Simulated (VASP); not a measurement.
An input for Ansatz (written as the equivalent of a VASP run, and not itself run):

Ansatz 0.2 input:
```yaml
crystal:
  lattice:
    - [0.0007681, 5.6657328, 5.6623533]
    - [5.6657328, 0.0007681, 5.6623533]
    - [2.8332504, 2.8332504, 0.0000000]
  atoms:
    - { symbol: Ga, position: [0.9998631, 0.9998631, 0.0002738] }
    - { symbol: Ga, position: [0.9997707, 0.5002196, 0.0000097] }
    - { symbol: Ga, position: [0.5002196, 0.9997707, 0.0000097] }
    - { symbol: As, position: [0.1249960, 0.1249960, 0.2500079] }
    - { symbol: As, position: [0.1249292, 0.6250394, 0.2500314] }
    - { symbol: As, position: [0.6250394, 0.1249292, 0.2500314] }
    - { symbol: As, position: [0.6249763, 0.6249763, 0.2500475] }
    - { symbol: Al, position: [0.5002057, 0.5002057, 0.9995887] }
kpoints:
  mp_grid: { grid: [5, 5, 9] }
hamiltonian:
  xc: pbesol
  pseudopotentials: { kind: paw }
scf:
  occupations: { method: tetrahedron }
  max_iter: 100
output: { forces: true, stress: true, eigenvalues: true }
```

Problem. Write the VASP files for the same calculation (PBEsol).

Solution. This is not unique; one that fits is 
File KPOINTS:
```
Automatic mesh
0
Gamma
5 5 9
0 0 0
```

### INCAR
```
SYSTEM = AlGa3As4
PREC = Accurate; ENCUT = 400; LREAL = .FALSE.
LASPH = .TRUE.
EDIFF = 1E-7; NELM = 100; ALGO = Normal
LMAXMIX = 4
ISMEAR = -5
GGA = PS
ISIF = 2
LWAVE = .FALSE.; LCHARG = .TRUE.; LORBIT = 11
NEDOS = 601
```

**POSCAR**
```
AlGa3As4
1
    0.0007680585     5.6657328048     5.6623532927
    5.6657328048     0.0007680585     5.6623532927
    2.8332504316     2.8332504316     0.0000000000
Ga As Al
3 4 1
Direct
  0.9998630934   0.9998630934   0.0002738132
  0.9997707454   0.5002195630   0.0000096916
  0.5002195630   0.9997707454   0.0000096916
  0.1249960417   0.1249960417   0.2500079166
  0.1249291959   0.6250394421   0.2500313620
  0.6250394421   0.1249291959   0.2500313620
  0.6249762593   0.6249762593   0.2500474814
  0.5002056592   0.5002056592   0.9995886816
```

POTCAR, in this order: Ga_d As Al (PBE.64 set). Program: vasp_std.

Limits of the translation: each code has its own PAW files, so the cut-off isn't converted (ENCUT is set for VASP's; basis.ecutwfc is left out, and Ansatz then takes the one that its files recommend); Ansatz stops its SCF on the density residual and VASP on the energy change (EDIFF).

The structure was generated: AlGa3As4 was put into an ordered model structure (Amm2), which need not be its known phase. It was relaxed first.
